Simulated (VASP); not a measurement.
Computed with PBEsol GGA, VASP's PBE PAW potentials (set 64) (plane waves; VASP 6.6.1).

VASP input:

**KPOINTS**
```
K-points
0
gamma
  7 7 7
```

File POSCAR:
```
MgS
1
    0.0000000000     2.8331200000     2.8331200000
    2.8331200000     0.0000000000     2.8331200000
    2.8331200000     2.8331200000     0.0000000000
Mg S
1 1
Direct
  0.0000000000   0.0000000000   0.0000000000
  0.7500000000   0.7500000000   0.7500000000
```

**INCAR**
```
SYSTEM=MgS
PREC=Accurate; ENCUT=400; LREAL=F
LASPH=T
EDIFF=1E-6; NELM=100; ALGO=Normal
ISMEAR=0; SIGMA=0.05
GGA=PS
IBRION=2; NSW=60; ISIF=3
EDIFFG=-0.01
LWAVE=F; LCHARG=F
```

POTCAR, in this order: Mg S (PBE.64 set). Program: vasp_std.

What does the run give for the energy per atom (σ→0), volume per atom, band gap (on the k-mesh)?

| Quantity | Value |
|---|---|
| energy per atom (σ→0) | -4.459 eV/atom |
| band gap (on the k-mesh) | 3.33 eV |
| volume per atom | 22.54 Å³/atom |

File OSZICAR:
```
...
DAV:   6    -0.891711195374E+01    0.62479E-06   -0.21449E-07   184   0.432E-03
   2 F= -.89171120E+01 E0= -.89171120E+01  d E =-.636744E-03
       N       E                     dE             d eps       ncg     rms          rms(c)
DAV:   1    -0.891719675058E+01   -0.84172E-04   -0.13126E-03   320   0.230E-01    0.562E-02
DAV:   2    -0.891713696036E+01    0.59790E-04   -0.19483E-04   336   0.707E-02    0.180E-02
DAV:   3    -0.891713095258E+01    0.60078E-05   -0.31493E-05   360   0.305E-02    0.132E-02
DAV:   4    -0.891713057086E+01    0.38172E-06   -0.20888E-07   168   0.421E-03
   3 F= -.89171306E+01 E0= -.89171306E+01  d E =-.655361E-03
```

The structure comes from a computed database's MgS entry (F-43m); how it stands against other phases isn't given here. This run relaxes it. Symmetry was kept, so distortions that lower it aren't found.
